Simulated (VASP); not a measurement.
Write the native input for VASP 6.6.1 that does the following.

```yaml
Task: single point
Functional: PBE
Potentials_or_basis: VASP PAW PBE potentials, release 64 (Bi_d, Te)
Cutoff: 520 eV
k_mesh: 7 × 7 × 7
Occupations: fermi-dirac, width 0.05 eV
Spin: no spin polarisation
Further_INCAR_settings: ALGO = Normal; EDIFF = 1e-07; NBANDS = 18
```

The structure of BiTe lies in POSCAR:

```
BiTe
1.0
    2.4227077728      1.3987509848      3.3172919545
   -2.4227077728      1.3987509848      3.3172919545
    0.0000000000     -2.7975019696      3.3172919545
Bi Te
1 1
Direct
    0.5000000000      0.5000000000      0.5000000000
    0.0000000000      0.0000000000      0.0000000000
```

The cell comes from a database or a generator and needn't be the stable form of this composition.

These files were run (other wordings do the same):

INCAR

```
SYSTEM = BiTe
  ALGO = Normal
  EDIFF = 1E-7
  ENCUT = 520
  GGA = PE
  ISIF = 2
  ISMEAR = -1
  LASPH = .TRUE.
  LCHARG = .TRUE.
  LELF = .TRUE.
  LREAL = .FALSE.
  LVHAR = .TRUE.
  LWAVE = .FALSE.
  NBANDS = 18
  NELM = 100
  PREC = Accurate
  SIGMA = 0.05
```

KPOINTS

```
k-points
0
G
  7 7 7
  0 0 0
```

Potentials or basis: VASP PAW PBE potentials, release 64 (Bi_d, Te).

Launch:

```bash
$ cat potpaw_PBE.64/Bi_d/POTCAR potpaw_PBE.64/Te/POTCAR > POTCAR
$ mpirun -np 1 vasp_std > vasp.out
```

It gave:

```
Pressure               : 0.1 GPa
Band gap on the k mesh : none (metal or under the smearing width)
```

Caveat: spin-orbit coupling is left out, which moves the levels of the heavy elements.

Run time: 18 s on 1 thread of Intel(R) Xeon(R) 6975P-C (Granite Rapids) (shared host), peak memory 0.19 GiB.
